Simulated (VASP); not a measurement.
Computed with AM05 GGA, VASP's PBE PAW potentials (set 64) (plane waves; VASP).

The input files of a VASP run:

### INCAR
```
SYSTEM  =  WC
PREC  =  Accurate; ENCUT  =  520; LREAL  =  .FALSE.
LASPH  =  .TRUE.
EDIFF  =  1E-7; NELM  =  100; ALGO  =  Normal
LMAXMIX  =  6
ISMEAR  =  -5
GGA  =  AM
ISIF  =  2
LWAVE  =  .FALSE.; LCHARG  =  .TRUE.; LORBIT  =  11
NEDOS  =  601
```

File KPOINTS:
```
Regular mesh
0
G
  16 16 14
```

POSCAR:
```
WC
1
    1.4478608710    -2.5077686647     0.0000000000
    1.4478608710     2.5077686647    -0.0000000000
   -0.0000000000     0.0000000000     2.8240028978
W C
1 1
Direct
  0.0000000000   0.0000000000   0.0000000000
  0.3333330000   0.6666670000   0.5000000000
```

POTCAR, in this order: W_sv C (PBE.64 set). Program: vasp_std.

### Question
What will the output report for the number of irreducible k-points (NKPTS), largest plane-wave count, number of space-group operations, FFT grid (NGX, NGY, NGZ)?

### Answer

| Quantity | Value |
|---|---|
| number of irreducible k-points (NKPTS) | 240 |
| largest plane-wave count | 574 |
| number of space-group operations | 12 |
| FFT grid (NGX, NGY, NGZ) | 24 × 24 × 24 |

The compound is WC in the wc structure. It was relaxed first.
